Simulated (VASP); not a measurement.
Here is the system:

```yaml
crystal:
  lattice:
    - [0.00000, 3.39365, 3.39365]
    - [3.39365, 0.00000, 3.39365]
    - [3.39365, 3.39365, 0.00000]
  atoms:
    - { symbol: Hg, position: [0.00000, 0.00000, 0.00000] }
    - { symbol: Te, position: [0.25000, 0.25000, 0.25000] }
```

The numbers are results of PW91 GGA, VASP's PBE PAW potentials (set 64) (plane waves; VASP), not measurements. Settings: 520 eV cut-off, 10×10×10 Γ-centred mesh, first-order Methfessel-Paxton smearing of 0.10 eV, potentials Hg Te.

Question: Give the stress tensor in GPa (positive for a compressed cell).

Answer: 
```
-1.74   0.00   0.00
 0.00  -1.74   0.00
 0.00   0.00  -1.74
```
The pressure is its mean diagonal, -1.74 GPa.

The compound is HgTe in the zinc blende structure. This cell is one point of a volume scan, at 1.06 of the reference volume.
